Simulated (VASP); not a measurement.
Level of theory: PBE GGA, VASP's PBE PAW potentials (set 64) (plane waves; VASP).

The input files of a VASP run:

File POSCAR:
```
PbS
1
    0.0000000000     3.0024808369     3.0024808369
    3.0024808369     0.0000000000     3.0024808369
    3.0024808369     3.0024808369     0.0000000000
Pb S
1 1
Direct
  0.0000000000   0.0000000000   0.0000000000
  0.5000000000   0.5000000000   0.5000000000
```

**INCAR**
```
SYSTEM = PbS
PREC = Accurate
ENCUT = 520
EDIFF = 1E-6
NELM = 100
ALGO = Normal
LREAL = .FALSE.
LASPH = .TRUE.
ISMEAR = 0
SIGMA = 0.05
GGA = PE
LMAXMIX = 4
LWAVE = .FALSE.
LCHARG = .TRUE.
```

KPOINTS:
```
Automatic mesh
0
Gamma
7 7 7
0 0 0
```

POTCAR, in this order: Pb_d S (PBE.64 set). Program: vasp_std.

### Question
What will the output report for the number of irreducible k-points (NKPTS), largest plane-wave count, number of space-group operations, FFT grid (NGX, NGY, NGZ)?

### Answer

| Property | Value |
|---|---|
| number of irreducible k-points (NKPTS) | 20 |
| largest plane-wave count | 1471 |
| number of space-group operations | 48 |
| FFT grid (NGX, NGY, NGZ) | 32 × 32 × 32 |

The compound is PbS in the rock salt structure. It was relaxed first.
